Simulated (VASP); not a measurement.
Runs of VASP 6.6.1 on Ag. Symmetry: Fm-3m, No. 225, cubic system. Conventional cell: a = 4.135 Å, b = 4.135 Å, c = 4.135 Å, α = 90.00°, β = 90.00°, γ = 90.00°. Ag (site symmetry m-3m) has 12 Ag at 2.92 Å as nearest neighbours. 

| task | level | potentials or basis | cell | k mesh | cutoff (eV) | mesh quality | gap on the mesh (eV) | pressure (GPa) | relaxed volume (Å³/atom) |
| --- | --- | --- | --- | --- | --- | --- | --- | --- | --- |
| relaxation of cell and atoms | PBE+D3(BJ) | VASP PAW PBE potentials, release 64 (Ag) | relaxed | 18 × 18 × 18 | 600 | not flagged | none | 0.0 | 16.87 |
| single point | PBEsol | VASP PAW PBE potentials, release 64 (Ag) | as given | 18 × 18 × 18 | 520 | not flagged | none | (b) | - |
| relaxation of cell and atoms | LDA | VASP PAW LDA potentials, release 64 (Ag) | relaxed | 18 × 18 × 18 | 600 | not flagged | none | 0.0 | (c) |
| relaxation of cell and atoms | RPBE | VASP PAW PBE potentials, release 64 (Ag) | relaxed | 18 × 18 × 18 | 600 | not flagged | none | 0.0 | 18.64 |
| relaxation of cell and atoms | PBEsol | VASP PAW PBE potentials, release 64 (Ag) | relaxed | 18 × 18 × 18 | 600 | not flagged | none | 0.0 | 16.64 |
| relaxation of cell and atoms | PBEsol | VASP PAW PBE potentials, release 64 (Ag) | relaxed | 6 × 6 × 6 | 600 | coarse | none | 0.0 | 16.75 |
| relaxation of cell and atoms | PBEsol | VASP PAW PBE potentials, release 64 (Ag) | relaxed | 18 × 18 × 18 | 480 | not flagged | none | 0.0 | 16.64 |
| relaxation of cell and atoms | PBEsol | VASP PAW PBE potentials, release 64 (Ag) | relaxed | 18 × 18 × 18 | 300 | not flagged | none | 0.0 | 16.57 |
| relaxation of cell and atoms | PBE | VASP PAW PBE potentials, release 64 (Ag) | relaxed | 18 × 18 × 18 | 600 | not flagged | none | 0.0 | (a) |
| relaxation of cell and atoms | PBEsol | VASP PAW PBE potentials, release 64 (Ag) | relaxed | 18 × 18 × 18 | 580 | not flagged | none | 0.0 | 16.63 |

Alike in all rows: no spin polarisation; smearing gaussian 0.1 eV.

Question: Fill in the values left out.

Answer: (a) 17.81; (b) -6.1; (c) 16.04.

Caveats: some runs use coarse meshes; the PAW data sets were made with another functional, which shifts forces and pressure a little (some runs); pairwise dispersion overbinds metals, which lowers pressure and volume (some runs); the cutoff is under 1.25 times the usual one of these potentials, so pressure, stress and relaxed cells hold a basis-set (Pulay) error (some runs).

A k mesh can miss the band edges, and the runs leave out spin-orbit coupling on Ag.

A gap of «none» marks a metal or a gap under the smearing width.

Not every run made on this cell is shown here.
